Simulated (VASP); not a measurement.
Here is the system:

```
CsSnI3
1.0
   10.59767     0.00000     0.00000
    0.00000     4.78277     0.00000
    0.00000     0.00000    17.96460
Cs Sn I
4 4 12
Direct
  0.58415   0.25000   0.16990
  0.41585   0.75000   0.83010
  0.91585   0.75000   0.66990
  0.08415   0.25000   0.33010
  0.84136   0.25000   0.93810
  0.15864   0.75000   0.06190
  0.65864   0.75000   0.43810
  0.34136   0.25000   0.56190
  0.52685   0.75000   0.61560
  0.47315   0.25000   0.38440
  0.97315   0.25000   0.11560
  0.02685   0.75000   0.88440
  0.79401   0.75000   0.29136
  0.20599   0.25000   0.70864
  0.70599   0.25000   0.79136
  0.29401   0.75000   0.20864
  0.66611   0.75000   0.99863
  0.33389   0.25000   0.00137
  0.83389   0.25000   0.49863
  0.16611   0.75000   0.50137
```

The numbers are results of PBEsol GGA, VASP's PBE PAW potentials (set 64) (plane waves; VASP), not measurements. Settings: LREAL = Auto, 300 eV cut-off, 2×3×1 Γ-centred mesh, Gaussian smearing of 0.010 eV, potentials Cs_sv Sn_d I.

At this cut-off the stress carries a Pulay error, which pulls relaxed volumes low. Energy and stress use the plane-wave basis of the starting cell.

Task: The ions, cell shape and volume are relaxed. What does this cell relax into?

Result: 
```
CsSnI3
1.0
   10.35299     0.00000     0.00000
    0.00000     4.67740     0.00000
    0.00000     0.00000    17.52891
Cs Sn I
4 4 12
Direct
  0.58303   0.25000   0.17103
  0.41697   0.75000   0.82897
  0.91697   0.75000   0.67103
  0.08303   0.25000   0.32897
  0.84183   0.25000   0.93974
  0.15817   0.75000   0.06026
  0.65817   0.75000   0.43974
  0.34183   0.25000   0.56026
  0.53100   0.75000   0.61462
  0.46900   0.25000   0.38538
  0.96900   0.25000   0.11462
  0.03100   0.75000   0.88538
  0.79635   0.75000   0.28906
  0.20365   0.25000   0.71094
  0.70365   0.25000   0.78906
  0.29635   0.75000   0.21094
  0.66272   0.75000   0.99950
  0.33728   0.25000   0.00050
  0.83728   0.25000   0.49950
  0.16272   0.75000   0.50050
```
Space group Pnma (62), at a tolerance of 0.03 Å.

Task: How do energy and volume change from the first to the last step?

Result: The energy (σ→0) changes by -9.9 meV/atom and the volume by -6.8 %, in 19 ionic steps.

The structure comes from a computed database's CsSnI3 entry; how it stands against other phases isn't given here. This run relaxes it. Symmetry was kept, so distortions that lower it aren't found. The k-mesh is coarse (spacing up to 0.45 per Å, 2π included), so the numbers may not be converged in it. The run is one of a series of settings (EDIFFG = -0.01, IBRION = 2, ISIF = 3, NSW = 50 against the base run), some of them coarse on purpose.
